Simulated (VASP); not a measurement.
MgAlF5, 14 atoms in the cell. The typed cell holds 14 atoms: a = 7.299 Å, b = 5.105 Å, c = 5.279 Å, α = 75.71°, β = 67.05°, γ = 68.86°. The cell was built by a generator and needn't be a form met in nature.

| Quantity | Value |
| --- | --- |
| Program | VASP 6.6.1 |
| Task | single point |
| Functional | PBE |
| Potentials or basis | VASP PAW PBE potentials, release 64 (Mg, Al, F) |
| Cutoff | 520 eV |
| k mesh | 3 × 3 × 3 |
| Occupations | methfessel-paxton, width 0.15 eV |
| Spin | no spin polarisation |
| Dipole correction | no |
| Further INCAR settings | ALGO = Fast; EDIFF = 1e-06; NBANDS = 53 |

Potentials or basis: VASP PAW PBE potentials, release 64 (Mg, Al, F).

Run with:

```sh
$ cat potpaw_PBE.64/Mg/POTCAR potpaw_PBE.64/Al/POTCAR potpaw_PBE.64/F/POTCAR > POTCAR
$ mpirun -np 1 vasp_std > vasp.out
```

Hardware: 1 thread of Intel(R) Xeon(R) Platinum 8488C (Sapphire Rapids), on a shared host.

Estimate the wall time of this run.

Wall time 95 s on 1 thread of Intel(R) Xeon(R) Platinum 8488C (Sapphire Rapids) (shared host), peak memory 0.32 GiB. Counts: scf iterations 15, k points 14.
